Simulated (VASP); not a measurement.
Level of theory: PBEsol GGA, VASP's PBE PAW potentials (set 64) (plane waves; VASP 6.6.1).

Input for VASP

### POSCAR
```
MgB2
1.0
  1.5301900128  -2.6503663641   0.0000000000
  1.5301900128   2.6503663641   0.0000000000
  0.0000000000   0.0000000000   3.5102318515
Mg B
1 2
Direct
  0.0000000000   0.0000000000   0.0000000000
  0.3333330000   0.6666670000   0.5000000000
  0.6666670000   0.3333330000   0.5000000000
```

**KPOINTS**
```
Regular mesh
0
G
11 11 9
```

INCAR:
```
SYSTEM = MgB2
PREC = Accurate
ENCUT = 620
EDIFF = 1E-6
NELM = 100
ALGO = Normal
LREAL = .FALSE.
LASPH = .TRUE.
ISMEAR = 1
SIGMA = 0.1
GGA = PS
LWAVE = .FALSE.
LCHARG = .FALSE.
IBRION = 2
ISIF = 3
NSW = 40
EDIFFG = -0.02
```

POTCAR, in this order: Mg B (PBE.64 set). Program: vasp_std.

The run wrote:

File OUTCAR:
```
 ion  position               nearest neighbor table
   1  0.000  0.000  0.000-   2 2.49   3 2.49   2 2.49   3 2.49   3 2.49   3 2.49   2 2.49   2 2.49
                             3 2.49   3 2.49   2 2.49   2 2.49
   2  0.333  0.667  0.500-   3 1.77   3 1.77   3 1.77   1 2.49   1 2.49   1 2.49   1 2.49   1 2.49
                             1 2.49
   3  0.667  0.333  0.500-   2 1.77   2 1.77   2 1.77   1 2.49   1 2.49   1 2.49   1 2.49   1 2.49
                             1 2.49
  LATTYP: Found a hexagonal cell.
 ALAT       =     3.0603796070
 C/A-ratio  =     1.1469923023
 Subroutine PRICEL returns:
 Original cell was already a primitive cell.
 Subroutine GETGRP returns: Found 24 space group operations
The static configuration has the point symmetry D_6h.
The dynamic configuration has the point symmetry D_6h.
 Subroutine INISYM returns: Found 24 space group operations
 Subroutine IBZKPT returns following result:
 Found     80 irreducible k-points:

 Following reciprocal coordinates:
            Coordinates               Weight
  0.000000  0.000000  0.000000      1.000000
  0.090909  0.000000  0.000000      6.000000
  0.181818  0.000000  0.000000      6.000000
  0.272727  0.000000  0.000000      6.000000
  0.363636  0.000000  0.000000      6.000000
  0.454545  0.000000  0.000000      6.000000
  0.090909  0.090909  0.000000      6.000000
  0.181818  0.090909  0.000000     12.000000
  0.272727  0.090909  0.000000     12.000000
  0.363636  0.090909  0.000000     12.000000
  0.454545  0.090909  0.000000      6.000000
  0.181818  0.181818  0.000000      6.000000
  0.272727  0.181818  0.000000     12.000000
  0.363636  0.181818  0.000000     12.000000
  0.272727  0.272727  0.000000      6.000000
  0.363636  0.272727  0.000000      6.000000
  0.000000  0.000000  0.111111      2.000000
  0.090909  0.000000  0.111111     12.000000
  0.181818  0.000000  0.111111     12.000000
  0.272727  0.000000  0.111111     12.000000
  0.363636  0.000000  0.111111     12.000000
  0.454545  0.000000  0.111111     12.000000
  0.090909  0.090909  0.111111     12.000000
  0.181818  0.090909  0.111111     24.000000
  0.272727  0.090909  0.111111     24.000000
  0.363636  0.090909  0.111111     24.000000
  0.454545  0.090909  0.111111     12.000000
  0.181818  0.181818  0.111111     12.000000
  0.272727  0.181818  0.111111     24.000000
  0.363636  0.181818  0.111111     24.000000
  0.272727  0.272727  0.111111     12.000000
  0.363636  0.272727  0.111111     12.000000
  0.000000  0.000000  0.222222      2.000000
  0.090909  0.000000  0.222222     12.000000
  0.181818  0.000000  0.222222     12.000000
  0.272727  0.000000  0.222222     12.000000
  0.363636  0.000000  0.222222     12.000000
  0.454545  0.000000  0.222222     12.000000
  0.090909  0.090909  0.222222     12.000000
  0.181818  0.090909  0.222222     24.000000
   k-points           NKPTS =     80   k-points in BZ     NKDIM =     80   number of bands    NBANDS=      8
   number of dos      NEDOS =    301   number of ions     NIONS =      3
   total plane-waves  NPLWV =  23520
   dimension x,y,z NGX =    28 NGY =   28 NGZ =   30
   dimension x,y,z NGXF=    56 NGYF=   56 NGZF=   60
   ions per type =               1   2
   PREC   = accura    normal or accurate (medium, high low for compatibility)
   ISTART =      0    job   : 0-new  1-cont  2-samecut
   ICHARG =      2    charge: 1-file 2-atom 10-const
   ISPIN  =      1    spin polarized calculation?
   LNONCOLLINEAR =      F non collinear calculations
   LSORBIT =      F    spin-orbit coupling
   INIWAV =      1    electr: 0-lowe 1-rand  2-diag
   ENCUT  =  620.0 eV  45.57 Ry    6.75 a.u.   6.21  6.21  7.13*2*pi/ulx,y,z
...
```

OSZICAR:
```
       N       E                     dE             d eps       ncg     rms          rms(c)
DAV:   1     0.898098520582E+01    0.89810E+01   -0.43602E+03  1328   0.977E+02
DAV:   2    -0.175461691113E+02   -0.26527E+02   -0.25573E+02  1928   0.120E+02
DAV:   3    -0.178721042290E+02   -0.32594E+00   -0.32395E+00  1584   0.168E+01
DAV:   4    -0.178726002146E+02   -0.49599E-03   -0.49597E-03  2064   0.610E-01
DAV:   5    -0.178726003385E+02   -0.12390E-06   -0.12381E-06  1648   0.835E-03    0.527E+00
DAV:   6    -0.164650367850E+02    0.14076E+01   -0.23803E+00  1424   0.837E+00    0.249E+00
DAV:   7    -0.162355127430E+02    0.22952E+00   -0.11441E+00  1560   0.573E+00    0.766E-01
DAV:   8    -0.162378052596E+02   -0.22925E-02   -0.15251E-01  1408   0.243E+00    0.436E-01
DAV:   9    -0.162258260280E+02    0.11979E-01   -0.39429E-02  1384   0.108E+00    0.569E-02
DAV:  10    -0.162257716091E+02    0.54419E-04   -0.12193E-03  1896   0.252E-01    0.210E-02
DAV:  11    -0.162257760755E+02   -0.44663E-05   -0.11864E-04  1408   0.676E-02    0.119E-02
DAV:  12    -0.162257656735E+02    0.10402E-04   -0.45982E-05  1440   0.371E-02    0.705E-04
DAV:  13    -0.162257657249E+02   -0.51429E-07   -0.36372E-07  1208   0.600E-03
   1 F= -.16225766E+02 E0= -.16225804E+02  d E =-.162258E+02
```

**OUTCAR**
```
------------------------ aborting loop because EDIFF is reached ----------------------------------------
  FORCE on cell =-STRESS in cart. coord.  units (eV):
  Direction    XX          YY          ZZ          XY          YZ          ZX
  --------------------------------------------------------------------------------------
  Total       -0.0176836     -0.0176836     -0.0347833      0.0000000      0.0000000     -0.0000000
  in kB       -0.9950967     -0.9950963     -1.9573294      0.0000000      0.0000000     -0.0000000
  external PRESSURE =      -1.3158408 kB  Pullay stress =       0.0000000 kB
  volume of cell :       28.47
      direct lattice vectors                 reciprocal lattice vectors
     1.530190013 -2.650366364  0.000000000     0.326756805 -0.188653164  0.000000000
     1.530190013  2.650366364  0.000000000     0.326756805  0.188653164  0.000000000
     0.000000000  0.000000000  3.510231851     0.000000000  0.000000000  0.284881467
 POSITION                                       TOTAL-FORCE (eV/Angst)
 -----------------------------------------------------------------------------------
      0.00000      0.00000      0.00000         0.000000      0.000000      0.000000
      1.53019      0.88346      1.75512         0.000000     -0.000000      0.000000
      1.53019     -0.88346      1.75512        -0.000000      0.000000      0.000000
 -----------------------------------------------------------------------------------
    total drift:                               -0.000000     -0.000000      0.000000
  FREE ENERGIE OF THE ION-ELECTRON SYSTEM (eV)
  ---------------------------------------------------
  free  energy   TOTEN  =       -16.2257657249 eV

  energy  without entropy=      -16.2258810531  energy(sigma->0) =      -16.22580417

 reached required accuracy - stopping structural energy minimisation
```
(Selected blocks of OUTCAR.)

The compound is MgB2 in the AlB2 type structure. It was relaxed first.
